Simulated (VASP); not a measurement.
MgTi2N2:

```
CELL_PARAMETERS angstrom
-1.55000 2.19000 4.64500
1.55000 -2.19000 4.64500
1.55000 2.19000 -4.64500
ATOMIC_POSITIONS crystal
Mg 0.00000 0.00000 0.00000
Ti 0.66667 0.66667 0.00000
Ti 0.33333 0.33333 0.00000
N 0.16667 0.66667 0.50000
N 0.83333 0.33333 0.50000
```

The cell was built by a generator and needn't be a form met in nature.

```yaml
Program: VASP 6.6.1
Task: relaxation of cell and atoms
Functional: PBE
Potentials_or_basis: VASP PAW PBE potentials, release 64 (Mg, Ti_sv, N)
Cutoff: 520 eV
k_mesh: 5 × 5 × 5
Occupations: gaussian, width 0.15 eV
Spin: no spin polarisation
```

At the start: pressure -14.7 GPa; volume 12.61 Å³/atom.

**Question.** Where does the relaxation end?

**Answer.** Over 11 steps the energy falls by 139.5 meV/atom and the volume is 12.01 Å³/atom (-4.8 %); space group Immm (No. 71, to 0.05 Å).

The path:
```
step  energy change (eV)  largest force (eV/Å)  pressure (GPa)  volume (Å³)
   1              0.0000                2.1487          -14.67        63.07
   2             -0.2096                0.9245           24.73        53.03
   3             -0.5545                1.0287            3.68        57.08
   4             -0.5552                0.9591            4.12        56.95
   5             -0.6573                0.3757            2.07        58.41
   6             -0.6798                0.1381            0.99        59.42
   7             -0.6816                0.1471            0.51        59.77
   8             -0.6926                0.0678           -0.66        60.23
   9             -0.6940                0.0315           -1.02        60.40
  10             -0.6966                0.1092            0.82        59.83
  11             -0.6976                0.0658            0.43        60.03
```

Final structure:
```cif
data_structure
_symmetry_space_group_name_H-M 'P 1'
_symmetry_Int_Tables_number 1
_cell_length_a 5.3295
_cell_length_b 5.3295
_cell_length_c 5.3295
_cell_angle_alpha 145.959
_cell_angle_beta 134.416
_cell_angle_gamma 58.096
_cell_volume 60.03
loop_
_atom_site_label
_atom_site_type_symbol
_atom_site_fract_x
_atom_site_fract_y
_atom_site_fract_z
_atom_site_occupancy
Mg1 Mg 0.00000 0.00000 0.00000 1
Ti1 Ti 0.68524 0.68524 0.00000 1
Ti2 Ti 0.31476 0.31476 0.00000 1
N1 N 0.16933 0.66933 0.50000 1
N2 N 0.83067 0.33067 0.50000 1
```

Caveat: the k mesh is coarse (spacing up to 0.50 Å⁻¹), so the values aren't converged; the relaxation stopped at a loose force limit of 0.08 eV/Å, so its end isn't a converged minimum.
